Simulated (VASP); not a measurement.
VASP runs on LiTc$_{3}$ (space group Pm-3m) share one base input (PBE GGA, plane waves, VASP's PBE PAW potentials (set 64)) and change the settings named in each case.

**INCAR**
```
NELM=100
LREAL=.FALSE.   ! projection in real space or not
LMAXMIX=4
SIGMA=0.1   ! width (eV)
ISMEAR=0
ISIF=2
GGA=PE
LCHARG=.FALSE.
LASPH=.TRUE.   ! aspherical one-centre terms
SYSTEM=LiTc3
ENCUT=400
EDIFF=1E-6   ! SCF stop (eV)
ALGO=Normal   ! blocked Davidson
LWAVE=.FALSE.
PREC=Accurate
```

### POSCAR
```
LiTc3
1
    3.7588700000     0.0000000000     0.0000000000
    0.0000000000     3.7588700000     0.0000000000
    0.0000000000     0.0000000000     3.7588700000
Tc Li
3 1
Direct
  0.0000000000   0.5000000000   0.5000000000
  0.5000000000   0.5000000000   0.0000000000
  0.5000000000   0.0000000000   0.5000000000
  0.0000000000   0.0000000000   0.0000000000
```

File KPOINTS:
```
Automatic mesh
0
Gamma
7 7 7
0 0 0
```

POTCAR, in this order: Tc_pv Li_sv (PBE.64 set). Program: vasp_std.

```tsv
change	E(σ→0) (eV/atom)	pressure (GPa)	−TS (eV)
base run	-7.8744	3.91	-0.0195
GGA = PS	-8.5454	?	?
GGA_COMPAT = .FALSE., LNONCOLLINEAR = .TRUE., LSORBIT = .TRUE., MAGMOM = 0.0 0.0 0.0 0.0 0.0 0.0 0.0 0.0 0.0 0.0 0.0 0.0, program vasp_ncl	-7.9493	4.06	-0.0199
KPOINTS 5×5×5 Γ-centred mesh	-7.8552	4.07	-0.0352
```

Question: Fill in the missing entries.

Answer: 
- GGA = PS, pressure (GPa): -3.23
- GGA = PS, −TS (eV): -0.0191

Energies of different potentials or functionals have different zeros.  At 400 eV the pressure can carry a Pulay error.

Left out are runs that ran out of time, are held back, or changed the cell or the kind of run, fixed moments of cells without a moment, rows past the twelfth, gaps on odd meshes, pressures of charged cells and columns that move by less than the noise.

The structure was generated: LiTc3 was put into an ordered model structure, which need not be its known phase. The cell was not relaxed at this level.
